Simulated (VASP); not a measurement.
```xyz
2
Lattice="0.0000 2.3200 2.3200 2.3200 0.0000 2.3200 2.3200 2.3200 0.0000" Properties=species:S:1:pos:R:3 pbc="T T T"
Hf     0.0000     0.0000     0.0000
C      2.3200     2.3200     2.3200
```
Cell charge -0.1.

All values below come from PBE GGA, VASP's PBE PAW potentials (set 64) (plane waves; VASP). Numerical set-up: NELECT = 14.1, 520 eV cut-off, 12×12×12 Γ-centred mesh, Gaussian smearing of 0.050 eV, potentials Hf_pv C.

The cell is charged, with a uniform compensating background. Unless said otherwise, spin-orbit coupling is left out, though it shifts the bands of the heavy elements here.

Predict the energy per atom (σ→0), pressure, band gap (on the k-mesh) with the smallest direct gap where there is one.

The band gap (on the k-mesh) is none (metal, semimetal or under 0.01 eV) and the energy per atom (σ→0) is -985.6 kJ/mol of atoms. The pressure is 6.06 GPa.

Only differences to runs with the same potentials and settings are physical.

The compound is HfC in the rock salt structure. The cell was not relaxed at this level. The run is one of a series of settings (ISMEAR = 0, NELECT = 14.1, SIGMA = 0.05 against the base run), some of them coarse on purpose.
